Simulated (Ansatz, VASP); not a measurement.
# MnS (Browneite) in two plane-wave programs, part 2 of 2

Aim: how closely do two programs agree when they are given the same cell, functional and k mesh? The cell is taken from a series of VASP runs on this material, whose earlier steps may have relaxed, scaled or displaced it; both programs get it as it stands.

VASP 6.6.1 and Ansatz 0.2.0.

So far: The structure; VASP: relaxation of cell and atoms, PBEsol, DFT+U.

## 3. Ansatz: relaxation of cell and atoms, PBEsol, DFT+U

Level of this step: Ansatz beside VASP: Kohn-Sham DFT, plane waves, PBEsol, DFT+U (Ansatz).

Ansatz runs on its default PAW (the set named soft_2) files.

The same cell, functional, mesh and smearing now go to Ansatz, which takes its cutoff from its data sets.

File input.yaml:

```yaml
crystal:
  lattice:
    - [0.0, 5.6, 5.6]
    - [2.8, 2.8, 5.6]
    - [2.8, 2.8, 0.0]
  atoms:
    - { symbol: Mn, position: [0.0, 0.0, 0.0], spin: 4.48 }
    - { symbol: Mn, position: [0.5, 0.0, 0.0], spin: -4.48 }
    - { symbol: S, position: [0.0, 0.25, 0.25] }
    - { symbol: S, position: [0.5, 0.25, 0.25] }
hamiltonian:
  xc: pbesol
  pseudopotentials: { kind: paw }
  hubbard: { sites: [{ species: Mn, l: d, u_eff: 4.0 }] }
magnetization:
  spin_polarized: true
kpoints:
  mp_grid: { grid: [8, 8, 8] }
scf:
  occupations: { method: gaussian, width: 0.05 }
relax:
  f_tol: 0.01
  max_steps: 60
  cell: { stress_tol: 0.05 }
output:
  forces: true
  stress: true
```

Run with:

```console
$ ansatz run input.yaml --threads 4 --pin off --max-ram 9216MiB --backend cpu --events-out ev --progress --plain --runs-dir out
```

Numbers of over 12 decimals in the logs are rounded to 6 here.

What it wrote:

```text
Mn: projections on atomic orbitals take those of the free atom [Ne] 3s2 3p6 3d5 4s2, of charge +0.00 (hamiltonian.pseudopotentials.projection_atoms); the dataset's partial waves leave at most 9.0e-7 of an orbital's norm unspanned inside its sphere
S: projections on atomic orbitals take those of the free atom [Ne] 3s2 3p4, of charge +0.00 (hamiltonian.pseudopotentials.projection_atoms); the dataset's partial waves leave at most 1.6e-7 of an orbital's norm unspanned inside its sphere
Engine: ansatz 0.2.0, x86_64-unknown-linux-gnu
Pseudopotentials: kind: paw
Pseudopotential: Mn, paw, valence charge 15, recommended cutoff 420 eV (normal), Mn.paw.azcp
Pseudopotential: S, paw, valence charge 6, recommended cutoff 420 eV (normal), S.paw.azcp
Functional definition: PBEsol
  exchange = pbesol_x
  correlation = pbesol_c
Crystal: 4 atoms, lattice volume = 87.808 Å³
Basis set: ecut = 420 eV, 1715 PW (Γ), exchange–correlation on 108×96×54 points (8 copies of the dense FFT grid, shifted against one another)
Bands: 31, of which v1, the nominal top of the filled ones, is band 21 counted from 1 (20 counted from 0)
Symmetry: 8 space group operations
Space group: P-4m2 (ITA 115), of the structure as read, at distance tolerance 4.4e-5 Å
Magnetic group: BNS 115.290 (UNI 950), of the structure as read, at distance tolerance 4.4e-5 Å
k-points: 75 of 512 (time reversal used)
Non-local potential: Mn, projectors of the file, l = 0: 3, l = 1: 2, l = 2: 3, l = 3: 1
Non-local potential: S, projectors of the file, l = 0: 2, l = 1: 2, l = 2: 2
PAW form: soft (Blöchl's): semilocal exchange-correlation on the pseudo side does not see the compensation charge
PAW frozen core: Mn, regenerated for the run's functional, and the local potential with it (the file was generated under x = pbe(κ = 0.804, μ = 0.219515), c = pbe(β = 0.066725))
PAW frozen core: S, regenerated for the run's functional, and the local potential with it (the file was generated under x = pbe(κ = 0.804, μ = 0.219515), c = pbe(β = 0.066725))
PAW one-centre angular grid: Mn, 590 points (default); XC on 64 Gauss nodes
PAW one-centre angular grid: S, 110 points (default); XC on 64 Gauss nodes
Initial density: superposition of atomic densities (chi_scale 0.1, normalization cell, long waves kept (reshape's long-wave potential 0.00 eV rms))
Starting moments: Σ|m| = 8.96 μB on 2 of 4 sites
Starting magnetic order: antiferromagnet; a translation exchanges its spin sublattices: spin-degenerate at every k-point
Initial wavefunctions: pseudopotential atomic-orbital guess
Functional: x = pbesol(κ = 0.804, μ = 0.123457), c = pbesol(β = 0.046)
SCF iter   1: F=—  HF=-9508.367171 eV  |F-HF|=—  |Δ(HF+E_count)|=         —  Δρ=4.38e-2 (↑4.38e-2 ↓4.38e-2)  dr2=4.19e0  dr2_m=5.00e-1  M=0.000 μB ∫|m|=9.287 μB  β_m=1.00  ethr=3.10e-3  ⟨swp⟩=5.3  Hψ=9228  notcnv=0  defer=1
preconditioner: auto → Resta (q_TF=auto, 2.413 Å⁻¹)  ε∞=5.6  [insulator: Δε(μ)=2.249 eV  Ē_g=9.409 eV  σ=0.050 eV  W_gap=1.00  n_scr=20 (ndim 8)  ℏωp=20.2 eV  f_vac=0.000  D(μ)=0.00/eV (n_scr^D=0)  ε∞_Penn≈5.6]
spin=Collinear: Resta preconditioning applied to the charge; magnetization (m = ρ↑ − ρ↓) channel mixes plain (no charge-response kernel on spin).
SCF iter   2: F=—  HF=-9507.559498 eV  |F-HF|=—  |Δ(HF+E_count)|=   8.08e-1  Δρ=1.61e-2 (↑1.61e-2 ↓1.61e-2)  dr2=8.76e-1  dr2_m=3.61e-2  M=0.000 μB ∫|m|=9.465 μB  β_m=1.00  ethr=3.10e-3  ⟨swp⟩=3.0  Hψ=4557  notcnv=0  defer=281
SCF iter   3: F=—  HF=-9507.412382 eV  |F-HF|=—  |Δ(HF+E_count)|=   1.47e-1  Δρ=7.09e-3 (↑7.09e-3 ↓7.09e-3)  dr2=1.94e-1  dr2_m=3.56e-3  M=0.000 μB ∫|m|=9.556 μB  β_m=1.00  ethr=2.09e-3  ⟨swp⟩=2.9  Hψ=3864  notcnv=0  defer=276
SCF iter   4: F=—  HF=-9507.395472 eV  |F-HF|=—  |Δ(HF+E_count)|=   1.69e-2  Δρ=2.34e-3 (↑2.34e-3 ↓2.34e-3)  dr2=1.26e-2  dr2_m=4.76e-4  M=0.000 μB ∫|m|=9.606 μB  β_m=1.00  ethr=4.63e-4  ⟨swp⟩=2.4  Hψ=3855  notcnv=0  defer=265
SCF iter   5: F=—  HF=-9507.408415 eV  |F-HF|=—  |Δ(HF+E_count)|=   1.29e-2  Δρ=1.42e-3 (↑1.42e-3 ↓1.42e-3)  dr2=4.42e-3  dr2_m=1.48e-4  M=0.000 μB ∫|m|=9.620 μB  β_m=0.30  ethr=3.01e-5  ⟨swp⟩=3.0  Hψ=3519  notcnv=0  defer=265
Mixer restart at iter 5: flushing history
spin-set hold released at iteration 5 (site moments contracting): the magnetisation degrees of freedom join the quasi-Newton model from the next iteration; the mixer history was flushed
SCF iter   6: F=—  HF=-9507.412889 eV  |F-HF|=—  |Δ(HF+E_count)|=   4.47e-3  Δρ=1.13e-3 (↑1.13e-3 ↓1.13e-3)  dr2=2.96e-3  dr2_m=1.09e-4  M=0.000 μB ∫|m|=9.623 μB  β_m=0.65  ethr=1.05e-5  ⟨swp⟩=2.0  Hψ=2468  notcnv=0  defer=265
SCF iter   7: F=—  HF=-9507.418693 eV  |F-HF|=—  |Δ(HF+E_count)|=   5.80e-3  Δρ=4.53e-4 (↑4.53e-4 ↓4.53e-4)  dr2=4.35e-4  dr2_m=6.71e-5  M=0.000 μB ∫|m|=9.630 μB  β_m=0.63  ethr=7.04e-6  ⟨swp⟩=2.0  Hψ=3360  notcnv=0  defer=265
SCF iter   8: F=—  HF=-9507.418771 eV  |F-HF|=—  |Δ(HF+E_count)|=   7.77e-5  Δρ=1.46e-4 (↑1.46e-4 ↓1.46e-4)  dr2=1.04e-4  dr2_m=3.80e-6  M=0.000 μB ∫|m|=9.631 μB  β_m=0.82  ethr=1.04e-6  ⟨swp⟩=2.0  Hψ=3290  notcnv=0  defer=265
[...]
SCF iter   4: F=—  HF=-9507.329010 eV  |F-HF|=—  |Δ(HF+E_count)|=   5.89e-2  Δρ=2.96e-3 (↑2.96e-3 ↓2.96e-3)  dr2=1.84e-2  dr2_m=1.11e-3  M=0.000 μB ∫|m|=9.621 μB  β_m=1.00  ethr=5.00e-4  ⟨swp⟩=2.5  Hψ=3868  notcnv=0  defer=265
SCF iter   5: F=—  HF=-9507.380983 eV  |F-HF|=—  |Δ(HF+E_count)|=   5.20e-2  Δρ=1.41e-3 (↑1.41e-3 ↓1.41e-3)  dr2=4.41e-3  dr2_m=1.44e-4  M=0.000 μB ∫|m|=9.634 μB  β_m=1.00  ethr=4.37e-5  ⟨swp⟩=2.2  Hψ=3401  notcnv=0  defer=265
SCF iter   6: F=—  HF=-9507.401015 eV  |F-HF|=—  |Δ(HF+E_count)|=   2.00e-2  Δρ=6.73e-4 (↑6.73e-4 ↓6.73e-4)  dr2=7.52e-4  dr2_m=3.03e-5  M=0.000 μB ∫|m|=9.636 μB  β_m=1.00  ethr=1.05e-5  ⟨swp⟩=2.0  Hψ=3172  notcnv=0  defer=265
SCF iter   7: F=—  HF=-9507.411265 eV  |F-HF|=—  |Δ(HF+E_count)|=   1.03e-2  Δρ=1.92e-4 (↑1.92e-4 ↓1.92e-4)  dr2=7.23e-5  dr2_m=5.28e-6  M=0.000 μB ∫|m|=9.638 μB  β_m=0.30  ethr=1.79e-6  ⟨swp⟩=2.0  Hψ=4140  notcnv=0  defer=265
Mixer restart at iter 7: flushing history
spin-set hold released at iteration 7 (site moments contracting): the magnetisation degrees of freedom join the quasi-Newton model from the next iteration; the mixer history was flushed
SCF iter   8: F=—  HF=-9507.416231 eV  |F-HF|=—  |Δ(HF+E_count)|=   4.97e-3  Δρ=1.89e-4 (↑1.89e-4 ↓1.89e-4)  dr2=7.28e-5  dr2_m=2.10e-6  M=0.000 μB ∫|m|=9.638 μB  β_m=0.65  ethr=1.72e-7  ⟨swp⟩=2.0  Hψ=3784  notcnv=0  defer=265
SCF iter   9: F=—  HF=-9507.421145 eV  |F-HF|=—  |Δ(HF+E_count)|=   4.91e-3  Δρ=1.86e-4 (↑1.86e-4 ↓1.86e-4)  dr2=5.75e-5  dr2_m=7.51e-6  M=0.000 μB ∫|m|=9.640 μB  β_m=0.55  ethr=1.72e-7  ⟨swp⟩=2.0  Hψ=3688  notcnv=0  defer=263
SCF iter  10: F=—  HF=-9507.421125 eV  |F-HF|=—  |Δ(HF+E_count)|=   2.03e-5  Δρ=2.93e-5 (↑2.93e-5 ↓2.93e-5)  dr2=1.88e-6  dr2_m=3.88e-7  M=0.000 μB ∫|m|=9.640 μB  β_m=0.77  ethr=1.37e-7  ⟨swp⟩=2.0  Hψ=3622  notcnv=0  defer=263
SCF iter  11: F=—  HF=-9507.421127 eV  |F-HF|=—  |Δ(HF+E_count)|=   2.77e-6  Δρ=1.50e-5 (↑1.50e-5 ↓1.50e-5)  dr2=6.47e-7  dr2_m=4.98e-8  M=0.000 μB ∫|m|=9.640 μB  β_m=0.89  ethr=4.48e-9  ⟨swp⟩=2.0  Hψ=2946  notcnv=0  defer=262
iter 12 met the thresholds in force, and the SCF goes on: an eigenvalue changes by 0.16 meV, over its tolerance of 0.06 meV (output.eigenvalues, Limitations)
SCF iter  12: F=-9507.421128 eV  HF=-9507.421128 eV  |F-HF|=6.92e-8  |Δ(HF+E_count)|=   9.52e-7  Δρ=3.30e-6 (↑3.30e-6 ↓3.30e-6)  dr2=5.42e-8  dr2_m=2.03e-10  M=0.000 μB ∫|m|=9.640 μB  β_m=0.94  ethr=2.38e-10  ⟨swp⟩=1.4  Hψ=5621  notcnv=0
iter 13 met the thresholds in force, and the SCF goes on: an eigenvalue changes by 0.069 meV, over its tolerance of 0.067 meV (output.eigenvalues, Limitations)
SCF iter  13: F=-9507.421128 eV  HF=-9507.421128 eV  |F-HF|=4.65e-9  |Δ(HF+E_count)|=   8.01e-8  Δρ=1.77e-6 (↑1.77e-6 ↓1.77e-6)  dr2=8.30e-9  dr2_m=3.29e-10  M=0.000 μB ∫|m|=9.640 μB  β_m=1.00  ethr=1.29e-10  ⟨swp⟩=1.0  Hψ=5588  notcnv=0
Mixer restart at iter 13: flushing history
SCF iter  14: F=-9507.421128 eV  HF=-9507.421128 eV  |F-HF|=2.98e-8  |Δ(HF+E_count)|=   8.50e-9  Δρ=3.37e-6 (↑3.37e-6 ↓3.37e-6)  dr2=2.83e-8  dr2_m=1.35e-9  M=0.000 μB ∫|m|=9.640 μB  ethr=1.98e-11  ⟨swp⟩=1.0  Hψ=6263  notcnv=0
SCF 1 converged in 14 iterations: F = -9507.421128 eV  dr2 = 2.83e-8
a single-point calculation of the run's input, under the relaxation's own `scf.mixing.negative_modes` where the relaxation goes by `scf.lower_state_search: light` itself or types `scf.max_iter`, was made at the relaxed geometry, from the atoms, in 14 SCF iterations in all. It converged +0.0 meV from the relaxation's final energy, with moments (4.28, -4.28, 0.00, 0.00 Bohr magnetons, atom by atom), which does not count as lower, and the relaxation's result stands. No further magnetic order was relaxed to its end, and one can end lower (see `relax.adjacent_minimum`).
SCF converged after 4 iterations
Magnetization: 0.0000 μB (21.0000 up, 21.0000 down)
Absolute magnetization: 9.6392 μB (∫|ρ↑−ρ↓|, with the PAW one-centre terms)
Spin contamination: 4.9305 ħ² per cell (⟨S²⟩ above its minimum at these occupations)
Per-site moments (μB) at R_I (Å): [(4.275705, 1.002042), (-4.275705, 1.002042), (-4.851382057075586e-16, 1.002042), (4.3794128008363197e-16, 1.002042)]
Free energy (F): -9507.421128 eV
Harris-Foulkes:  -9507.421128 eV  (|F-HF|=1.82e-11)
Internal energy: -9507.421128 eV  (E = F + TS)
E sigma→0 (E₀):  -9507.421128 eV
Fermi energy:    7.224144 eV
--- Per-component energies (eV) ---
  E_band       = -741.789867
  E_kinetic    = 808.167513
  E_local      = -5594.545074  (includes V_loc(G=0)·N_el)
  E_nonlocal   = 563.080446
  E_hartree    = 2288.483159
  E_xc         = -411.428967
  E_vxc        = -456.157045  (∫ρ·V_xc dr)
  E_hubbard    = 1.322446  (on-site DFT+U / exact-exchange correction)
  E_vhub       = -18.460142  (the Hubbard potential's part of the band-sum identity)
  E_paw        = -3720.384093  (= ΣΔE_a)
  E_vpaw       = -620.842063  (= ΣTr[D̂ρ^β])
  E_aug_tail   = -0.000017  (compensation charges beyond the density's cutoff)
  E_ewald      = -3442.579741
  E_core_change = 0.463199  (= ΣΔE_core)
  E_smearing   = -0.000000  (= −TS)
  E_closure    = 0.000000  (closes the sum)
  Σ components = -9507.421128   (vs F -9507.421128, Δ=0.00e0)
--- Forces (eV/Å), atoms counted from 1 ---
  atom   1  Mn     0.00000000    -0.00000000     0.00000000
  atom   2  Mn     0.00000000    -0.00000000     0.00000000
  atom   3  S     -0.00000000     0.00000000     0.00000000
  atom   4  S     -0.00000000     0.00000000    -0.00000000
  max |Σ_I F_I| component: 3.66e-17 eV/Å
--- Stress (GPa, compression-positive) ---
        0.000039       0.000000      -0.000000
        0.000000       0.000039       0.000000
       -0.000000       0.000000      -0.005668
  P = ⅓ Tr σ = -0.0019 GPa (-0.019 kbar)
--- Relaxed structure (4 steps of the walk, 4 accepted, 1 SCFs on fresh bases) ---
  F+E_penalty+E_count = -9507.42112849 eV   max|allowed force component| = 2.261e-17 eV/Å   (the final SCF, on the basis selected at the relaxed cell)
  cell:  # Å, volume = 88.2513 Å³
    - [0, 5.649666, 5.529753]
    - [2.824833, 2.824833, 5.529753]
    - [2.824833, 2.824833, 0]
  atoms:
    - { symbol: Mn, position: [0, 0, 0] }
    - { symbol: Mn, position: [0.5, 0, 0] }
    - { symbol: S, position: [0.0, 0.250000, 0.250000] }
    - { symbol: S, position: [0.5, 0.250000, 0.250000] }
```

Wall time 30 s (4 threads of Intel Xeon at 2.60GHz (Ice Lake), shared host); peak memory 0.74 GiB.

## 4. Comparison

Known differences besides the potentials themselves: U acts on the PAW sphere in VASP and on atomic orbitals in Ansatz, so only states and trends compare; both relaxations stop at a tolerance, which leaves soft axes loose, and VASP keeps its plane-wave basis; the data sets hold 42 valence electrons in Ansatz (default PAW (the set named soft_2) files) and 38 in VASP; the cutoff is 420 eV in Ansatz and 400 eV in VASP; Ansatz makes its cores anew for this functional, VASP keeps those of its PBE data sets; Ansatz adds a Pulay correction to the stress that steers its cell, VASP none; site moments are counted in spheres of each program's own size. Total energies have different zeros and are not compared.

The two programs side by side:

| quantity | Ansatz | VASP | difference |
| --- | --- | --- | --- |
| volume (Å³) | 88.25 | 87.70 | +0.63 % |
| edge a after relaxation, in the typed setting (Å) | 7.905 | 7.887 | +0.23 % |
| edge b after relaxation, in the typed setting (Å) | 6.822 | 6.804 | +0.26 % |
| edge c after relaxation, in the typed setting (Å) | 3.995 | 3.989 | +0.16 % |
| moment on Mn1 (μB) | 4.28 | 4.47 | -0.20 |
| moment on Mn2 (μB) | -4.28 | -4.47 | +0.20 |

The walks stopped with 0.00 GPa left in Ansatz and 0.00 GPa in VASP; each walk ends within a tolerance, so the volume difference is uncertain by about these residues over the bulk modulus, most in soft cells.

## 5. Outcome

```yaml
difference_in_volume_relaxation_of_cell_and_atoms_pbesol_dft_u: 0.63 %
```

What this shows: The difference in volume is 0.63 % (relaxation of cell and atoms, PBEsol, DFT+U). How closely two codes agree says nothing of how well the functional describes the real material.

[Lines on the potential files, build, host, timing and source positions are cut from VASP's logs without a mark.]

[Logs are printed without paths, hosts, clocks, repeated set-up lines and the standing remarks that a program may print on its own settings, such as how far it seeks lower states.]

[Hosts, paths, dates, database ids (printed as entryN), source tags and the programs' standing remarks are cut or masked in the printed files.]
